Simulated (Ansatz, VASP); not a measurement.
# TaTl: VASP beside Ansatz

```
Ta Tl
1.0
     3.62212    0.00000    0.00000
     0.00000    3.62212    0.00000
     0.00000    0.00000    3.62212
Ta Tl
1 1
Direct
  0.00000 0.00000 0.00000
  0.50000 0.50000 0.50000
```

The cell was built by a generator and needn't be a form met in nature.

Alike in both runs: task band structure; functional PBE; k mesh 7 × 7 × 7; occupations fermi-dirac, width 0.05 eV; no spin polarisation.

|  | VASP | Ansatz |
| --- | --- | --- |
| version | VASP 6.6.1 | Ansatz 0.2.0 |
| potentials or method | VASP PAW PBE potentials, release 64 (Ta_pv, Tl_d) | Ansatz PAW |
| plane-wave cutoff (eV) | 600 | 420 |
| valence electrons in the cell | 24 | 26 |

```csv
,VASP,Ansatz,Ansatz less VASP
gap on the k mesh at the Fermi level (eV),none,none,-
pressure (GPa),-13.5,-13.5,-0.03
```

A gap of «none» marks a metal or a gap that the smearing closes. With one functional, cell and mesh, what is left measures potentials, basis and numerics. The two sets of potentials don't hold the same shells in valence.

Caveats: spin-orbit coupling is left out, which moves the levels of the heavy elements.
